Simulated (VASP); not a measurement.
```xyz
2
Lattice="0.0000 1.8292 1.8292 1.8292 0.0000 1.8292 1.8292 1.8292 0.0000" Properties=species:S:1:pos:R:3 pbc="T T T"
B      0.0000     0.0000     0.0000
N      0.9146     0.9146     0.9146
```

Method: vdW-DF2, VASP's PBE PAW potentials (set 64) (plane waves; VASP). Run with 520 eV cut-off, 12×12×12 Γ-centred mesh, Gaussian smearing of 0.050 eV, potentials B N.

**Question.** Give the energy at these volumes per atom, relative to the lowest: 5.75, 5.93, 6.12, 6.30, 6.48 Å³.

**Answer.** 26.9, 6.5, 0.0, 5.5, 21.5 meV/atom. A third-order Birch-Murnaghan fit gives B0 = 349 GPa and B0′ = 3.7.

Measured: bulk modulus 410 GPa at 0 K (computed value off by -15.0 %), as given by Daniel Mejia-Rodriguez et al., Physical Review B (2018), arXiv:1807.09216 [0 K value with the zero-point phonon effect removed]; a 3.593 Å at 0 K (computed value off by +1.8 %), as given by Tamar Goldzak et al., The Journal of Chemical Physics (2022), arXiv:2208.04865 [corrected for zero-point motion].

The compound is BN in the zinc blende structure. It was relaxed first.
